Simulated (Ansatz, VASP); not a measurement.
**AlN in two plane-wave programs**

Wanted: the spread between two codes on one cell, functional and k mesh. The structure shown is the start of the Ansatz relaxation below; VASP solves that cell, so the two are compared at the walk's first step. Other levels of theory on this material are compared in a session of their own.

Main program and level: Ansatz 0.2.0; plane waves, with VASP 6.6.1 beside it; single point at PBE.

**1. Starting point**

Symmetry: P6_3mc, No. 186, hexagonal system. Conventional cell: a = 3.129 Å, b = 3.129 Å, c = 4.971 Å, α = 90.00°, β = 90.00°, γ = 120.00°. Nearest to N lie 4 Al at 1.90 to 1.91 Å. Nearest to Al lie 4 N at 1.90 to 1.91 Å. Farther neighbours and most contacts between anions are not listed.

As a file:

```cif
data_structure
_symmetry_space_group_name_H-M 'P 1'
_symmetry_Int_Tables_number 1
_cell_length_a 3.1287
_cell_length_b 3.1287
_cell_length_c 4.9706
_cell_angle_alpha 90.000
_cell_angle_beta 90.000
_cell_angle_gamma 120.000
_cell_volume 42.14
loop_
_atom_site_label
_atom_site_type_symbol
_atom_site_fract_x
_atom_site_fract_y
_atom_site_fract_z
_atom_site_occupancy
N1 N 0.33333 0.66667 0.38210 1
N2 N 0.66667 0.33333 0.88210 1
Al3 Al 0.33333 0.66667 0.99790 1
Al4 Al 0.66667 0.33333 0.49790 1
```

**2. Ansatz: relaxation, PBE**

Ansatz runs on its PAW soft_1 files.

The two programs are compared at the cell with which this relaxation starts, whose forces are those of its first step.

File input.yaml:

```yaml
crystal:
  lattice:
    - [3.1286735154, 0.0, 0.0]
    - [-1.5643367577, 2.7095107445, 0.0]
    - [0.0, 0.0, 4.9706323341]
  atoms:
    - { symbol: "N", position: [0.3333333333, 0.6666666667, 0.3820984518] }
    - { symbol: "N", position: [0.6666666667, 0.3333333333, 0.8820984518] }
    - { symbol: Al, position: [0.3333333333, 0.6666666667, -0.0020984518] }
    - { symbol: Al, position: [0.6666666667, 0.3333333333, 0.4979015482] }
kpoints:
  mp_grid: { grid: [9, 9, 6] }
hamiltonian:
  xc: pbe
  pseudopotentials: { kind: paw, azcp: { folder: soft_1 } }
scf:
  occupations: { method: fixed }
output:
  forces: true
  stress: true
  eigenvalues: true
relax:
  adjacent_minimum: "off"
  f_tol: 0.001
  max_steps: 60
  cell: { stress_tol: 0.01, fix: [volume] }
```

Launch:

```console
$ ansatz run input.yaml --threads 4 --pin off --max-ram 16384MiB --backend cpu --events-out ev --progress --plain --runs-dir out
```

Numbers of over 12 decimals in the logs are rounded to 6 here.

The log of the run:

```text
Engine: ansatz 0.2.0, aarch64-unknown-linux-gnu
Pseudopotentials: kind: paw
Pseudopotential: N, paw, valence charge 5, recommended cutoff 420 eV (normal), soft_1/N.paw.azcp
Pseudopotential: Al, paw, valence charge 3, recommended cutoff 420 eV (normal), soft_1/Al.paw.azcp
Functional definition: PBE
  parameter kappa = 0.804
  parameter beta = 0.066725
  exchange = pbe_x(kappa = kappa, mu = beta*pi^2/3)
  correlation = pbe_c(beta = beta)
Crystal: 4 atoms, lattice volume = 42.137 Å³
Basis set: ecut = 420 eV, 833 PW (Γ), exchange–correlation on 48×48×72 points (8 copies of the dense FFT grid, shifted against one another)
Bands: 12, of which v1, the nominal top of the filled ones, is band 8 counted from 1 (7 counted from 0)
Symmetry: 12 space group operations
Space group: P63mc (ITA 186), of the structure as read, at distance tolerance 3.5e-5 Å
k-points: 48 of 486 (time reversal used)
Non-local potential: N, projectors of the file, l = 0: 2, l = 1: 2, l = 2: 1
Non-local potential: Al, projectors of the file, l = 0: 2, l = 1: 2, l = 2: 1
PAW form: soft (Blöchl's): semilocal exchange-correlation on the pseudo side does not see the compensation charge
PAW one-centre angular grid: N, 110 points (default); XC on 64 Gauss nodes
PAW one-centre angular grid: Al, 110 points (default); XC on 64 Gauss nodes
Initial density: superposition of atomic densities (chi_scale 0.1, normalization cell, long waves kept (reshape's long-wave potential 0.00 eV rms))
Initial wavefunctions: pseudopotential atomic-orbital guess
Functional: x = pbe(κ = 0.804, μ = 0.219515), c = pbe(β = 0.066725)
SCF iter   1: F=—  HF=-1851.374133 eV  |F-HF|=—  |Δ(HF+E_count)|=         —  Δρ=1.38e-1  dr2=9.75e0  ethr=3.10e-3  ⟨swp⟩=4.8  Hψ=3072  notcnv=0  defer=19
preconditioner: auto → none  [insulator: Δε(μ)=5.321 eV  Ē_g=14.183 eV  n_scr=8 (ndim 8)  ℏωp=22.9 eV  f_vac=0.000  ε∞_Penn≈3.6]
SCF iter   2: F=—  HF=-1848.939437 eV  |F-HF|=—  |Δ(HF+E_count)|=    2.43e0  Δρ=7.66e-2  dr2=1.47e0  ethr=3.10e-3  ⟨swp⟩=3.2  Hψ=1778  notcnv=0  defer=89
SCF iter   3: F=—  HF=-1848.526896 eV  |F-HF|=—  |Δ(HF+E_count)|=   4.13e-1  Δρ=2.32e-2  dr2=1.15e-1  ethr=3.10e-3  ⟨swp⟩=2.2  Hψ=1353  notcnv=0  defer=83
SCF iter   4: F=—  HF=-1848.514951 eV  |F-HF|=—  |Δ(HF+E_count)|=   1.19e-2  Δρ=1.34e-3  dr2=3.78e-4  ethr=7.21e-4  ⟨swp⟩=2.0  Hψ=704  notcnv=0  defer=96
SCF iter   5: F=—  HF=-1848.514815 eV  |F-HF|=—  |Δ(HF+E_count)|=   1.36e-4  Δρ=3.66e-4  dr2=1.38e-5  ethr=2.37e-6  ⟨swp⟩=2.0  Hψ=919  notcnv=0  defer=96
SCF iter   6: F=—  HF=-1848.514803 eV  |F-HF|=—  |Δ(HF+E_count)|=   1.16e-5  Δρ=2.73e-5  dr2=2.01e-7  ethr=8.65e-8  ⟨swp⟩=2.0  Hψ=960  notcnv=0  defer=1
SCF iter   7: F=-1848.514803 eV  HF=-1848.514803 eV  |F-HF|=8.01e-10  |Δ(HF+E_count)|=   8.44e-8  Δρ=2.18e-6  dr2=1.28e-9  ethr=6.25e-10  ⟨swp⟩=6.2  Hψ=3276  notcnv=0
SCF 1 converged in 7 iterations: F = -1848.514803 eV  dr2 = 1.28e-9
  greatest PAW one-centre occupation: 0.789 electrons in one spin orbital (limit 2), on the N atom at site 1 (counted from 0), in its partial waves of l = 0
relax step   1: F+E_penalty+E_count = -1848.51480333 eV  Δ(F+E_penalty+E_count) = +0.000e0 eV  max|allowed force component| = 5.397e-2 eV/Å  Δτ_max = 0.0000 Å  P = +1.858 GPa  Ω = 42.137 Å³  fix = [volume]  reactions: volume +1.858 GPa  (7 SCF iters, dr2 threshold 1.00e-7 eV, accepted)
[...]
relax step   2: F+E_penalty+E_count = -1848.51642342 eV  Δ(F+E_penalty+E_count) = -1.620e-3 eV  max|allowed force component| = 3.904e-2 eV/Å  Δτ_max = 0.0035 Å  P = +1.940 GPa  Ω = 42.137 Å³  energy of the carried Pulay correction = +2.269e-17 eV  fix = [volume]  reactions: volume +1.940 GPa  (3 SCF iters, dr2 threshold 4.00e-7 eV, accepted)
[...]
relax step   4: F+E_penalty+E_count = -1848.51666681 eV  Δ(F+E_penalty+E_count) = -4.065e-5 eV  max|allowed force component| = 2.894e-4 eV/Å  Δτ_max = 0.0008 Å  P = +1.979 GPa  Ω = 42.137 Å³  fix = [volume]  reactions: volume +1.979 GPa  (3 SCF iters, dr2 threshold 1.06e-7 eV, accepted)
[...]
relax step   5: F+E_penalty+E_count = -1848.51668146 eV  Δ(F+E_penalty+E_count) = -1.465e-5 eV  max|allowed force component| = 2.637e-4 eV/Å  Δτ_max = 0.0000 Å  P = +1.980 GPa  Ω = 42.137 Å³  fix = [volume]  reactions: volume +1.980 GPa  stress off target by 2.46e-2 GPa on what of the cell is left free  SCF on the basis re-selected at this cell (its energy is not comparable with the rows above)  (6 SCF iters)
[...]
relax step   6: F+E_penalty+E_count = -1848.51668190 eV  Δ(F+E_penalty+E_count) = -4.402e-7 eV  max|allowed force component| = 8.393e-6 eV/Å  Δτ_max = 0.0000 Å  P = +1.981 GPa  Ω = 42.137 Å³  energy of the carried Pulay correction = +6.612e-8 eV  fix = [volume]  reactions: volume +1.981 GPa  (3 SCF iters, dr2 threshold 1.51e-9 eV, accepted)
[...]
relax step   7: F+E_penalty+E_count = -1848.51667878 eV  Δ(F+E_penalty+E_count) = +3.122e-6 eV  max|allowed force component| = 2.239e-6 eV/Å  Δτ_max = 0.0000 Å  P = +1.981 GPa  Ω = 42.137 Å³  fix = [volume]  reactions: volume +1.981 GPa  stress off target by 5.94e-4 GPa on what of the cell is left free  SCF on the basis re-selected at this cell (its energy is not comparable with the rows above)  (7 SCF iters)
basis re-selected at this cell: Δ(F+E_penalty+E_count) = +3.122e-6 eV, ΔP = -0.000 GPa vs the last step (what re-selecting the basis moved, of the pressure what is left beyond the Pulay correction that the steps carried, after the strain that the cell walked since its last selection, with what the two solves' SCF thresholds leave and, on support functions, any second-order correction that the steps lacked; it is no m [...]
SCF converged after 7 iterations
Free energy (F): -1848.516679 eV
Harris-Foulkes:  -1848.516679 eV  (|F-HF|=2.27e-13)
Internal energy: -1848.516679 eV  (E = F + TS)
E sigma→0 (E₀):  -1848.516679 eV
Fermi energy:    7.050888 eV
--- Per-component energies (eV) ---
  E_band       = 29.186549
  E_kinetic    = 312.708595
  E_local      = -422.405490  (includes V_loc(G=0)·N_el)
  E_nonlocal   = 88.979951
  E_hartree    = 155.883868
  E_xc         = -197.943344
  E_vxc        = -213.771450  (∫ρ·V_xc dr)
  E_paw        = -1195.636541  (= ΣΔE_a)
  E_vpaw       = -48.094527  (= ΣTr[D̂ρ^β])
  E_aug_tail   = 0.001735  (compensation charges beyond the density's cutoff)
  E_ewald      = -590.105454
  E_smearing   = -0.000000  (= −TS)
  E_closure    = -0.000000  (closes the sum)
  Σ components = -1848.516679   (vs F -1848.516679, Δ=0.00e0)
--- Forces (eV/Å), atoms counted from 1 ---
  atom   1  N      0.00000000     0.00000000    -0.00000203
  atom   2  N     -0.00000000    -0.00000000    -0.00000203
  atom   3  Al     0.00000000    -0.00000000     0.00000244
  atom   4  Al    -0.00000000     0.00000000     0.00000244
  max |Σ_I F_I| component: 8.17e-7 eV/Å
--- Stress (GPa, compression-positive) ---
        1.980859       0.000000       0.000000
        0.000000       1.980859       0.000000
        0.000000       0.000000       1.981750
  P = ⅓ Tr σ = 1.9812 GPa (19.812 kbar)
--- Band table (eV; the first three rows and the last of 48) ---
  k-point 0: bands = [... 4 lower, 6.1962, 6.8391, 6.8391, 7.0509, 11.1724, 13.6448, 17.5924, 18.1480]
  k-point 1: bands = [... 4 lower, 6.2368, 6.4478, 6.7938, 6.7938, 11.6712, 13.7108, 17.4178, 18.1170]
  k-point 2: bands = [... 4 lower, 6.3499, 6.3499, 6.6714, 6.6714, 12.6298, 13.7685, 17.1400, 18.1292]
  k-point 47: bands = [... 4 lower, 3.2320, 3.2320, 6.2617, 6.2617, 14.4375, 14.4375, 14.8235, 14.8235]
--- Relaxed structure (5 steps of the walk, 5 accepted, 2 SCFs on fresh bases) ---
  F+E_penalty+E_count = -1848.51667878 eV   max|allowed force component| = 2.239e-6 eV/Å   (the final SCF, on the basis selected at the relaxed cell)
  cell:  # Å, volume = 42.1369 Å³
    - [3.119964, 0.0, 0]
    - [-1.559982, 2.701968, 0]
    - [0, 0, 4.998423]
  atoms:
    - { symbol: N, position: [0.333333, 0.666667, 0.380860] }
    - { symbol: N, position: [0.666667, 0.333333, 0.880860] }
    - { symbol: Al, position: [0.333333, 0.666667, -0.000859556] }
    - { symbol: Al, position: [0.666667, 0.333333, 0.499140] }
```

In the SCF lines HF is the Harris–Foulkes energy and dr2 the Hartree energy of the density residual, in eV; the loop may stop once dr2 is under the threshold and the program's other checks hold. Hψ counts applications of the Hamiltonian.

**3. VASP: single point, PBE, start cell**

The same cell, functional and mesh now go to VASP, with its own data sets.

Lines of VASP's logs that name or quote its potential files are left out, and so is its time.

File INCAR:

```
SYSTEM = AlN
PREC = Accurate
ENCUT = 520
EDIFF = 1E-06
NELM = 120
ISMEAR = 0
SIGMA = 0.01
LREAL = .FALSE.
ALGO = Normal
GGA = PE
NBANDS = 14
LORBIT = 11
LWAVE = .FALSE.
LCHARG = .FALSE.
ISIF = 2
LASPH = .TRUE.
GGA_COMPAT = .FALSE.
EFERMI = MIDGAP
KPAR = 2
```

File POSCAR:

```
AlN
1.0
    3.1286740000      0.0000000000      0.0000000000
   -1.5643370000      2.7095110000      0.0000000000
    0.0000000000      0.0000000000      4.9706320000
N Al
2 2
Direct
    0.3333332103      0.6666664206      0.3820984937
    0.6666666052      0.3333332103      0.8820984937
    0.3333332103      0.6666664206      0.9979014741
    0.6666666052      0.3333332103      0.4979016753
```

File KPOINTS:

```
Automatic mesh
0
Gamma
9 9 6
0 0 0
```

Potentials, in the order of the species: N and Al (PBE family, release 64).

Launch:

```console
$ mpirun -np 2 vasp_std
```

The log of the run:

```text
[banner, memory and clock lines left out]
running    2 mpi-ranks, on    1 nodes
 distrk:  each k-point on    1 cores,    2 groups
 distr:  one band on    1 cores,    1 groups

 POSCAR found type information on POSCAR N Al
 POSCAR found :  2 types and       4 ions
 LDA part: xc-table for (Slater+PW92), standard interpolation
 POSCAR, INCAR and KPOINTS ok, starting setup
 FFT: planning ... GRIDC
 FFT: planning ... GRID_SOFT
 FFT: planning ... GRID
 WAVECAR not read
 entering main loop
       N       E                     dE             d eps       ncg     rms          rms(c)
DAV:   1     0.463777103551E+02    0.46378E+02   -0.75001E+03  1344   0.103E+03
DAV:   2    -0.305663852631E+02   -0.76944E+02   -0.70670E+02  1880   0.202E+02
DAV:   3    -0.344592592160E+02   -0.38929E+01   -0.38766E+01  1812   0.481E+01
DAV:   4    -0.344878292544E+02   -0.28570E-01   -0.28567E-01  1530   0.477E+00
DAV:   5    -0.344882047771E+02   -0.37552E-03   -0.37549E-03  1794   0.551E-01    0.121E+01
DAV:   6    -0.297528561335E+02    0.47353E+01   -0.13183E+01  1674   0.270E+01    0.421E+00
DAV:   7    -0.297880745032E+02   -0.35218E-01   -0.82219E-01  1506   0.627E+00    0.293E+00
DAV:   8    -0.297822942507E+02    0.57803E-02   -0.82748E-02  1536   0.272E+00    0.569E-01
DAV:   9    -0.297756168146E+02    0.66774E-02   -0.22365E-02  1794   0.109E+00    0.251E-01
DAV:  10    -0.297762953692E+02   -0.67855E-03   -0.28794E-03  1554   0.366E-01    0.151E-01
DAV:  11    -0.297761906953E+02    0.10467E-03   -0.26183E-04  1716   0.126E-01    0.367E-02
DAV:  12    -0.297761931461E+02   -0.24508E-05   -0.14244E-05  1578   0.337E-02    0.102E-02
DAV:  13    -0.297761930939E+02    0.52206E-07   -0.52707E-06  1746   0.174E-02
   1 F= -.29776193E+02 E0= -.29776193E+02  d E =0.000000E+00
```

From OUTCAR (step 3):

```text
ion  position               nearest neighbor table
   1  0.333  0.667  0.382-   4 1.90   4 1.90   4 1.90   3 1.91
   2  0.667  0.333  0.882-   3 1.90   3 1.90   3 1.90   4 1.91
   3  0.333  0.667  0.998-   2 1.90   2 1.90   2 1.90   1 1.91   4 3.07   4 3.07   4 3.07   4 3.07
                             4 3.07   4 3.07
   4  0.667  0.333  0.498-   1 1.90   1 1.90   1 1.90   2 1.91   3 3.07   3 3.07   3 3.07   3 3.07
                             3 3.07   3 3.07

  LATTYP: Found a hexagonal cell.
 ALAT       =     3.1286740000
 C/A-ratio  =     1.5887343967

 Subroutine GETGRP returns: Found 12 space group operations
 (whereof  6 operations were pure point group operations)

The static configuration has the point symmetry C_3v.
 The point group associated with its full space group is C_6v.

 Found     48 irreducible k-points:

   k-points           NKPTS =     48   k-points in BZ     NKDIM =     48   number of bands    NBANDS=     14

   dimension x,y,z NGX =    24 NGY =   24 NGZ =   40
   dimension x,y,z NGXF=    48 NGYF=   48 NGZF=   80

   ENCUT  =  520.0 eV  38.22 Ry    6.18 a.u.   5.82  5.82  9.24*2*pi/ulx,y,z

   NELECT =      16.0000    total number of electrons

 k-points in reciprocal lattice and weights: Automatic mesh
   0.00000000  0.00000000  0.00000000       0.002
   0.11111111  0.00000000  0.00000000       0.012
   0.22222222  0.00000000  0.00000000       0.012
   0.33333333  0.00000000  0.00000000       0.012
   0.44444444  0.00000000  0.00000000       0.012
   0.11111111  0.11111111  0.00000000       0.012
   0.22222222  0.11111111  0.00000000       0.025
   0.33333333  0.11111111  0.00000000       0.025
   0.44444444  0.11111111  0.00000000       0.012
[...]
0.33333333  0.22222222  0.50000000       0.025
   0.33333333  0.33333333  0.50000000       0.004

 average (electrostatic) potential at core
       1 -60.0308       2 -60.0308       3 -71.7901       4 -71.7901

 E-fermi :   8.1717

 k-point     1 :       0.0000    0.0000    0.0000
  band No.  band energies     occupation
    ...
      4       5.1619      2.00000
      5       5.1619      2.00000
      6       5.8324      2.00000
      7       5.8324      2.00000
      8       6.1350      2.00000
      9      10.2083      0.00000
     10      12.5865      0.00000
     11      16.6805      0.00000
     12      17.0789      0.00000
     13      17.0789      0.00000
    ...

 k-point     2 :       0.1111    0.0000    0.0000
  band No.  band energies     occupation
    ...
      4       4.4691      2.00000
      5       4.9670      2.00000
      6       5.1611      2.00000
      7       5.8066      2.00000
      8       6.0596      2.00000
      9      10.8964      0.00000
     10      13.1906      0.00000
     11      16.0227      0.00000
     12      16.1818      0.00000
     13      17.5229      0.00000
    ...

 k-point     3 :       0.2222    0.0000    0.0000
  band No.  band energies     occupation
    ...
      4       2.9932      2.00000
      5       3.9233      2.00000
      6       4.5655      2.00000
      7       5.6824      2.00000
      8       5.7866      2.00000
      9      12.0168      0.00000
     10      13.7252      0.00000
     11      14.4713      0.00000
     12      15.7835      0.00000
     13      17.7619      0.00000
    ...

  Total        0.2960854      0.2960853      0.7430813      0.0000000     -0.0000000      0.0000000
  in kB       11.2580891     11.2580877     28.2542699      0.0000000     -0.0000000      0.0000000
  external PRESSURE =      16.9234822 kB  Pullay stress =       0.0000000 kB

  energy-cutoff  :      520.00
  volume of cell :       42.14
      direct lattice vectors                 reciprocal lattice vectors
     3.128674000  0.000000000  0.000000000     0.319624224  0.184535143  0.000000000
    -1.564337000  2.709511000  0.000000000     0.000000000  0.369070286  0.000000000
     0.000000000  0.000000000  4.970632000     0.000000000  0.000000000  0.201181661

 POSITION                                       TOTAL-FORCE (eV/Angst)
 -----------------------------------------------------------------------------------
     -0.00000      1.80634      1.89927        -0.000000     -0.000000     -0.054720
      1.56434      0.90317      4.38459        -0.000000      0.000000     -0.054720
     -0.00000      1.80634      4.96020         0.000000      0.000000      0.054720
      1.56434      0.90317      2.47489        -0.000000     -0.000000      0.054720
 -----------------------------------------------------------------------------------
    total drift:                               -0.000000      0.000659      0.000135

  FREE ENERGIE OF THE ION-ELECTRON SYSTEM (eV)
  ---------------------------------------------------
  free  energy   TOTEN  =       -29.7761930939 eV

  energy  without entropy=      -29.7761930939  energy(sigma->0) =      -29.77619309

 total charge
# of ion       s       p       d       tot
------------------------------------------
    1        1.222   2.634   0.000   3.856
    2        1.222   2.634   0.000   3.856
    3        0.367   0.435   0.000   0.802
    4        0.367   0.435   0.000   0.802
--------------------------------------------------
tot          3.178   6.139   0.000   9.317

[... 3 further parts left out ...]
```

The run ends at a pressure of 1.69 GPa, with forces up to 0.055 eV/Å.

**4. Differences**

Known differences besides the potentials themselves: fixed occupations in Ansatz, narrow Gaussian smearing in VASP; the cutoff is 420 eV in Ansatz and 520 eV in VASP. Total energies have different zeros and are not compared.

Forces (eV/Å; atoms numbered as in POSCAR):

```
atom        Ansatz x, y, z          VASP x, y, z
  N1  0.000, 0.000, -0.054  0.000, 0.000, -0.055
  N2  0.000, 0.000, -0.054  0.000, 0.000, -0.055
 Al3   0.000, 0.000, 0.054   0.000, 0.000, 0.055
 Al4   0.000, 0.000, 0.054   0.000, 0.000, 0.055
```

The forces differ by 0.4 meV/Å r.m.s., which is 1.4 % of the r.m.s. force of 0.032 eV/Å (both taken over all components).

**5. Further runs**

Further runs change the set-up of one program: Ansatz's method, potentials or start, or VASP's data sets, cutoff or form of LDA. The table gives that difference for each run.

```
                         run  r.m.s. force difference (meV/Å)
                    as above                             0.43
VASP with a cutoff of 600 eV (perhaps on Ansatz's relaxed cell)                             0.42
```

**6. Results**

* r.m.s. force difference (single point, PBE, start cell): 0.43 meV/Å

In words: The r.m.s. force difference is 0.43 meV/Å (single point, PBE, start cell), within the 12 meV/Å picked in this series as the mark of a large difference. 6 further runs of this series are not shown here. Such differences can come from data sets, numerical settings and the points named under the comparisons, not from the functional's error against experiment.

[Lines on the potential files, build, host, timing and source positions are cut from VASP's logs without a mark.]

[Logs are printed without paths, hosts, clocks, repeated set-up lines and the standing remarks that a program may print on its own settings, such as how far it seeks lower states.]

[Hosts, paths, dates, database ids (printed as entryN), source tags and the programs' standing remarks are cut or masked in the printed files.]

[Rows of further runs with another cutoff or data set may stand on the cell that Ansatz relaxed, not on the start cell of the pair above them.]
